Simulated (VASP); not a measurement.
OSZICAR of a VASP run on Gd (hcp):

### OSZICAR
```
       N       E                     dE             d eps       ncg     rms          rms(c)
DAV:   1     0.453955388099E+02    0.45396E+02   -0.89785E+03  1976   0.123E+03
DAV:   2    -0.194085382785E+01   -0.47336E+02   -0.46201E+02  2186   0.238E+02
DAV:   3    -0.377293860008E+01   -0.18321E+01   -0.17334E+01  2702   0.278E+01
DAV:   4    -0.380993944097E+01   -0.37001E-01   -0.36827E-01  2395   0.391E+00
DAV:   5    -0.381117102598E+01   -0.12316E-02   -0.12308E-02  2986   0.532E-01    0.220E+01
DAV:   6    -0.382766931762E+01   -0.16498E-01   -0.15369E-02  2299   0.993E-01    0.132E+01
DAV:   7    -0.384439632998E+01   -0.16727E-01   -0.31798E-02  2114   0.142E+00    0.193E-01
DAV:   8    -0.384465205618E+01   -0.25573E-03   -0.15202E-03  2476   0.271E-01    0.764E-02
DAV:   9    -0.384476905368E+01   -0.11700E-03   -0.31706E-04  2316   0.119E-01    0.414E-02
DAV:  10    -0.384476644160E+01    0.26121E-05   -0.39060E-05  2421   0.441E-02    0.425E-02
DAV:  11    -0.384477362843E+01   -0.71868E-05   -0.14179E-05  2321   0.215E-02    0.249E-03
DAV:  12    -0.384477392643E+01   -0.29800E-06   -0.61132E-07  3201   0.425E-03    0.411E-03
DAV:  13    -0.384477390604E+01    0.20389E-07   -0.37802E-08  1398   0.149E-03
   1 F= -.38447739E+01 E0= -.38445702E+01  d E =-.384477E+01
```

Task: Which electronic solver shows in the log?

Result: It is blocked Davidson (ALGO = Normal, or the opening steps of other solvers). The INCAR had ALGO = Normal.

Task: Can the final energy be trusted as converged?

Result: The run converged. It stopped with EDIFF = 1E-7, NELM = 100, NSW = 30 and EDIFFG = -0.01 after 1 ionic step (optB88-vdW, plane waves, VASP's PBE PAW potentials (set 64)). The 4f electrons are frozen in the core of the lanthanide potential, so 4f levels, which can set the real gap, and their magnetism are missing.

The compound is Gd in the hcp structure. This cell is one point of a volume scan, at 1.03 of the reference volume.
